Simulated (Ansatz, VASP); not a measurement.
# Cu2S3 in VASP and in Ansatz

File INCAR:

```
SYSTEM = Cu2S3
PREC = Accurate
ENCUT = 520
EDIFF = 1E-7
ISMEAR = 0
SIGMA = 0.1
LREAL = .FALSE.
LASPH = .TRUE.
NELM = 150
ALGO = Normal
ISIF = 2
LWAVE = .FALSE.
LCHARG = .FALSE.
ISPIN = 2
MAGMOM = 1 1 0 0 0
LORBIT = 11
LMAXMIX = 4
GGA = PE
NBANDS = 32
```

The input KPOINTS:

```
regular mesh
0
G
  4 4 4
  0 0 0
```

File POSCAR:

```
Cu2S3
1.0
    4.5546022700      0.0000000000      0.0000000000
    0.0000000000      4.5546022700      0.0000000000
    0.0000000000      0.0000000000      4.5546022700
Cu S
2 3
Direct
    0.0000000000      0.0000000000      0.0000000000
    0.5000000000      0.5000000000      0.5000000000
    0.0000000000      0.5000000000      0.5000000000
    0.5000000000      0.0000000000      0.5000000000
    0.5000000000      0.5000000000      0.0000000000
```

Input for Ansatz:

```yaml
crystal:
  lattice:
    - [4.55460227, 0.0, 0.0]
    - [0.0, 4.55460227, 0.0]
    - [0.0, 0.0, 4.55460227]
  atoms:
    - { symbol: Cu, position: [0.0, 0.0, 0.0], spin: 1.0 }
    - { symbol: Cu, position: [0.5, 0.5, 0.5], spin: 1.0 }
    - { symbol: S, position: [0.0, 0.5, 0.5] }
    - { symbol: S, position: [0.5, 0.0, 0.5] }
    - { symbol: S, position: [0.5, 0.5, 0.0] }
basis:
  ecutwfc: 420
kpoints:
  mp_grid: { grid: [4, 4, 4] }
hamiltonian:
  xc: pbe
scf:
  occupations: { method: gaussian, width: 0.1 }
  lower_state_search: "off"
output:
  forces: true
  stress: true
  eigenvalues: true
  populations: true
magnetization:
  spin_polarized: true
```

Alike in both runs: task single point; functional PBE; k mesh 4 × 4 × 4; occupations gaussian, width 0.1 eV; collinear spin.

|  | VASP | Ansatz |
| --- | --- | --- |
| version | VASP 6.6.1 | Ansatz 0.2.0 |
| potentials or method | VASP PAW PBE potentials, release 64 (Cu, S) | scalar-relativistic, plane waves, PAW |
| plane-wave cutoff (eV) | 520 | 420 |
| valence electrons in the cell | 40 | 56 |

|  | VASP | Ansatz | Ansatz less VASP |
| --- | --- | --- | --- |
| gap on the k mesh at the Fermi level (eV) | none | none | - |
| pressure (GPa) | -0.9 | -0.9 | +0.02 |
| net moment per atom (μB) | 0.00 | 0.00 | 0.000 |

A gap of «none» marks a metal or a gap that the smearing closes. The two sets of potentials don't hold the same shells in valence. Ansatz warned: «seeded_moment_not_kept».
